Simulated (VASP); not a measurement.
Output of a VASP run:

### OUTCAR
```
 ion  position               nearest neighbor table
   1  0.000  0.000  0.000-   4 2.18   4 2.18   4 2.18   3 2.18   3 2.18   3 2.18   2 3.08   2 3.08
                             2 3.08   2 3.08   2 3.08   2 3.08
   2  0.500  0.500  0.500-   3 2.18   3 2.18   3 2.18   4 2.18   4 2.18   4 2.18   1 3.08   1 3.08
                             1 3.08   1 3.08   1 3.08   1 3.08
   3  0.250  0.250  0.250-   1 2.18   1 2.18   1 2.18   2 2.18   2 2.18   2 2.18
   4  0.750  0.750  0.750-   2 2.18   2 2.18   2 2.18   1 2.18   1 2.18   1 2.18
  LATTYP: Found a trigonal (rhomboedric) cell.
 ALAT       =     5.3285440523
 COS(alpha) =     0.8333333333
 Subroutine PRICEL returns following result:
  LATTYP: Found a face centered cubic cell.
 ALAT       =     4.3507380000
 Subroutine GETGRP returns: Found 12 space group operations
The static configuration has the point symmetry D_3d.
The dynamic configuration has the point symmetry D_3d.
The overall configuration has the point symmetry D_3d.
 Subroutine INISYM returns: Found 12 space group operations
 Subroutine IBZKPT returns following result:
 Found     28 irreducible k-points:

 Following reciprocal coordinates:
            Coordinates               Weight
  0.083333  0.083333  0.083333      2.000000
  0.250000  0.083333  0.083333      6.000000
  0.416667  0.083333  0.083333      6.000000
 -0.416667  0.083333  0.083333      6.000000
 -0.250000  0.083333  0.083333      6.000000
 -0.083333  0.083333  0.083333      6.000000
  0.250000  0.250000  0.083333      6.000000
  0.416667  0.250000  0.083333     12.000000
 -0.416667  0.250000  0.083333     12.000000
 -0.250000  0.250000  0.083333     12.000000
 -0.083333  0.250000  0.083333     12.000000
  0.416667  0.416667  0.083333      6.000000
 -0.416667  0.416667  0.083333     12.000000
 -0.250000  0.416667  0.083333     12.000000
 -0.083333  0.416667  0.083333     12.000000
 -0.416667 -0.416667  0.083333      6.000000
 -0.250000 -0.416667  0.083333     12.000000
 -0.250000 -0.250000  0.083333      6.000000
  0.250000  0.250000  0.250000      2.000000
  0.416667  0.250000  0.250000      6.000000
 -0.416667  0.250000  0.250000      6.000000
 -0.250000  0.250000  0.250000      6.000000
  0.416667  0.416667  0.250000      6.000000
 -0.416667  0.416667  0.250000     12.000000
 -0.250000  0.416667  0.250000     12.000000
 -0.416667 -0.416667  0.250000      6.000000
  0.416667  0.416667  0.416667      2.000000
 -0.416667  0.416667  0.416667      6.000000
   k-points           NKPTS =     28   k-points in BZ     NKDIM =     28   number of bands    NBANDS=     19
   number of dos      NEDOS =    301   number of ions     NIONS =      4
   total plane-waves  NPLWV =  32768
   dimension x,y,z NGX =    32 NGY =   32 NGZ =   32
   dimension x,y,z NGXF=    64 NGYF=   64 NGZF=   64
   ions per type =               2   2
   PREC   = accura    normal or accurate (medium, high low for compatibility)
   ISTART =      0    job   : 0-new  1-cont  2-samecut
   ICHARG =      2    charge: 1-file 2-atom 10-const
   ISPIN  =      2    spin polarized calculation?
   LNONCOLLINEAR =      F non collinear calculations
   LSORBIT =      F    spin-orbit coupling
   INIWAV =      1    electr: 0-lowe 1-rand  2-diag
   ENCUT  =  320.0 eV  23.52 Ry    4.85 a.u.   7.77  7.77  7.77*2*pi/ulx,y,z
   NELM   =    100;   NELMIN=  2; NELMDL= -5     # of ELM steps
   EDIFF  = 0.1E-03   stopping-criterion for ELM
   LREAL  =      F    real-space projection
   NLSPLINE    = F    spline interpolate recip. space projectors
   LMAXMIX     =    4 max onsite mixed and CHGCAR
   VOSKOWN=      0    Vosko Wilk Nusair interpolation
   EDIFFG = 0.1E-02   stopping-criterion for IOM
   NSW    =      0    number of steps for IOM
   NBLOCK =      1;   KBLOCK =      1    inner block; outer block
   IBRION =     -1    ionic relax: 0-MD 1-quasi-New 2-CG
   NFREE  =      0    steps in history (QN), initial steepest desc. (CG)
   ISIF   =      2    stress and relaxation
   ISYM   =      2    0-nonsym 1-usesym 2-fastsym
   TEIN   =    0.0    initial temperature
   TEBEG  =    0.0;   TEEND  =   0.0 temperature during run
...
```

**OSZICAR**
```
       N       E                     dE             d eps       ncg     rms          rms(c)
DAV:   1     0.201468090048E+03    0.20147E+03   -0.10895E+04  2184   0.131E+03
DAV:   2    -0.330767948802E+01   -0.20478E+03   -0.19286E+03  2180   0.339E+02
DAV:   3    -0.302719297476E+02   -0.26964E+02   -0.25697E+02  2617   0.133E+02
DAV:   4    -0.313710879694E+02   -0.10992E+01   -0.10793E+01  2626   0.286E+01
DAV:   5    -0.314119033751E+02   -0.40815E-01   -0.40768E-01  2801   0.479E+00    0.190E+01
DAV:   6    -0.293482545511E+02    0.20636E+01   -0.61714E+01  3052   0.111E+02    0.287E+01
DAV:   7    -0.263505831385E+02    0.29977E+01   -0.37290E+01  2897   0.101E+02    0.984E+00
DAV:   8    -0.265454949049E+02   -0.19491E+00   -0.29260E+00  2471   0.167E+01    0.564E+00
DAV:   9    -0.264765658509E+02    0.68929E-01   -0.14123E+00  3514   0.205E+01    0.337E+00
DAV:  10    -0.264933368462E+02   -0.16771E-01   -0.24273E-01  2660   0.706E+00    0.292E+00
DAV:  11    -0.264732625261E+02    0.20074E-01   -0.42303E-02  3112   0.317E+00    0.302E+00
DAV:  12    -0.264752520106E+02   -0.19895E-02   -0.10575E-02  3251   0.187E+00    0.324E+00
DAV:  13    -0.264607152706E+02    0.14537E-01   -0.34749E-01  3180   0.129E+01    0.135E+00
DAV:  14    -0.264746781591E+02   -0.13963E-01   -0.71969E-02  3181   0.317E+00    0.596E-01
DAV:  15    -0.264751709851E+02   -0.49283E-03   -0.32828E-02  3162   0.275E+00    0.241E-01
DAV:  16    -0.264793509331E+02   -0.41799E-02   -0.76539E-03  2628   0.133E+00    0.750E-02
DAV:  17    -0.264794717647E+02   -0.12083E-03   -0.19352E-04  1477   0.213E-01    0.459E-02
DAV:  18    -0.264794892612E+02   -0.17496E-04   -0.17764E-04  1172   0.146E-01
   1 F= -.26479489E+02 E0= -.26479263E+02  d E =-.452828E-03  mag=     0.0000
```

OUTCAR:
```
------------------------ aborting loop because EDIFF is reached ----------------------------------------
  FORCE on cell =-STRESS in cart. coord.  units (eV):
  Direction    XX          YY          ZZ          XY          YZ          ZX
  --------------------------------------------------------------------------------------
  Total       -9.6507357     -9.6507357     -9.6507357      0.1773834      0.1773834      0.1773834
  in kB     -375.5019577   -375.5019577   -375.5019577      6.9018378      6.9018378      6.9018378
  external PRESSURE =    -375.5019577 kB  Pullay stress =       0.0000000 kB
  volume of cell :       41.18
      direct lattice vectors                 reciprocal lattice vectors
     4.350738000  2.175369000  2.175369000     0.344769094 -0.114923031 -0.114923031
     2.175369000  4.350738000  2.175369000    -0.114923031  0.344769094 -0.114923031
     2.175369000  2.175369000  4.350738000    -0.114923031 -0.114923031  0.344769094
 POSITION                                       TOTAL-FORCE (eV/Angst)
 -----------------------------------------------------------------------------------
      0.00000      0.00000      0.00000        -0.000000      0.000000      0.000000
      4.35074      4.35074      4.35074         0.000000      0.000000      0.000000
      2.17537      2.17537      2.17537        -0.000000     -0.000000     -0.000000
      6.52611      6.52611      6.52611         0.000000     -0.000000     -0.000000
 -----------------------------------------------------------------------------------
    total drift:                                0.000000      0.000000      0.000000
  FREE ENERGIE OF THE ION-ELECTRON SYSTEM (eV)
  ---------------------------------------------------
  free  energy   TOTEN  =       -26.4794892612 eV

  energy  without entropy=      -26.4790364327  energy(sigma->0) =      -26.47926285

 total charge

# of ion       s       p       d       tot
------------------------------------------
    1        0.276   0.311   7.106   7.693
    2        0.276   0.311   7.106   7.693
    3        1.641   3.440   0.000   5.081
    4        1.641   3.440   0.000   5.081
--------------------------------------------------
tot          3.834   7.503  14.212  25.548

 magnetization (x)

# of ion       s       p       d       tot
------------------------------------------
    1        0.000  -0.003   2.463   2.461
    2       -0.000   0.003  -2.463  -2.461
    3        0.000   0.000   0.000   0.000
    4        0.000   0.000   0.000   0.000
--------------------------------------------------
tot          0.000   0.000   0.000   0.000
```
(Selected blocks of OUTCAR.)

**POSCAR**
```
CoO
1
    4.3507380000     2.1753690000     2.1753690000
    2.1753690000     4.3507380000     2.1753690000
    2.1753690000     2.1753690000     4.3507380000
Co O
2 2
Direct
  0.0000000000   0.0000000000   0.0000000000
  0.5000000000   0.5000000000   0.5000000000
  0.2500000000   0.2500000000   0.2500000000
  0.7500000000   0.7500000000   0.7500000000
```

Question: Reconstruct the remaining input files.

Answer: One answer among several that fit: the input of the run itself, PBE GGA, plane waves, VASP's PBE PAW potentials (set 64).

KPOINTS:
```
Automatic mesh
0
Gamma
6 6 6
0.5 0.5 0.5
```

### INCAR
```
! general
SYSTEM =CoO
PREC   =Accurate
ENCUT  =320
LREAL  =.FALSE.
LASPH  =.TRUE.

! electronic loop
EDIFF  =1E-04
NELM   =100
ALGO   =Normal
LMAXMIX=4

! smearing
ISMEAR =0
SIGMA  =0.02

! functional
GGA    =PE

! spin
ISPIN  =2
MAGMOM =3.0 -3.0 2*0.0

! ions
ISIF   =2

! output
LWAVE  =.FALSE.
LCHARG =.FALSE.
LORBIT =11
```

POTCAR, in this order: Co O (PBE.64 set). Program: vasp_std.

At this cut-off the stress carries a Pulay error, which pulls relaxed volumes low.

The structure is a typed CoO crystal. The cell was not relaxed at this level. The k-mesh is coarse (spacing up to 0.40 per Å, 2π included), so the numbers may not be converged in it. The run is one of a series of settings (EDIFF = 1E-04, ENCUT = 320, KPOINTS 6×6×6 Γ-centred mesh shifted by (0.5, 0.5, 0.5) against the base run), some of them coarse on purpose.
